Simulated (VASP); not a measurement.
OSZICAR of a VASP run on Os₂N (a trial cell in the CdI2 structure, space group P-3m1):

File OSZICAR:
```
       N       E                     dE             d eps       ncg     rms          rms(c)
DAV:   1     0.164797864678E+03    0.16480E+03   -0.10380E+04   784   0.146E+03
DAV:   2    -0.124863509364E+02   -0.17728E+03   -0.17024E+03   814   0.471E+02
DAV:   3    -0.275760762828E+02   -0.15090E+02   -0.14560E+02  1060   0.103E+02
DAV:   4    -0.281145031307E+02   -0.53843E+00   -0.53053E+00   886   0.233E+01
DAV:   5    -0.281248580491E+02   -0.10355E-01   -0.10352E-01  1102   0.255E+00    0.563E+01
DAV:   6    -0.256614509895E+02    0.24634E+01   -0.14382E+01  1170   0.337E+01    0.247E+01
DAV:   7    -0.254111327639E+02    0.25032E+00   -0.30300E+00  1118   0.159E+01    0.156E+01
DAV:   8    -0.253087090792E+02    0.10242E+00   -0.33996E-01  1140   0.591E+00    0.525E-01
DAV:   9    -0.253014018145E+02    0.73073E-02   -0.72717E-02   856   0.211E+00    0.750E-01
DAV:  10    -0.253011803181E+02    0.22150E-03   -0.67485E-03  1054   0.105E+00    0.185E-01
DAV:  11    -0.253010740447E+02    0.10627E-03   -0.28831E-04  1000   0.195E-01    0.525E-02
DAV:  12    -0.253010684504E+02    0.55943E-05   -0.27429E-05  1046   0.430E-02    0.145E-02
DAV:  13    -0.253010670192E+02    0.14312E-05   -0.41380E-06   808   0.189E-02    0.983E-03
DAV:  14    -0.253010670559E+02   -0.36669E-07   -0.27734E-07   458   0.652E-03
   1 F= -.25301067E+02 E0= -.25299853E+02  d E =-.242883E-02
```

Question: Which electronic solver shows in the log?

Answer: It is blocked Davidson (ALGO = Normal, or the opening steps of other solvers). The INCAR had ALGO = Normal.

Question: Can the final energy be trusted as converged?

Answer: Self-consistency was reached. It stopped with EDIFF = 1E-6, NELM = 100 (PBE GGA, plane waves, VASP's PBE PAW potentials (set 64)).

The structure was generated: Os2N was put into the CdI2 type (P-3m1), which need not be its known phase. The cell was not relaxed at this level. The k-mesh is coarse (spacing up to 0.37 per Å, 2π included), so the numbers may not be converged in it. The electron count is odd and the run is not spin-polarised, which forces a metal.
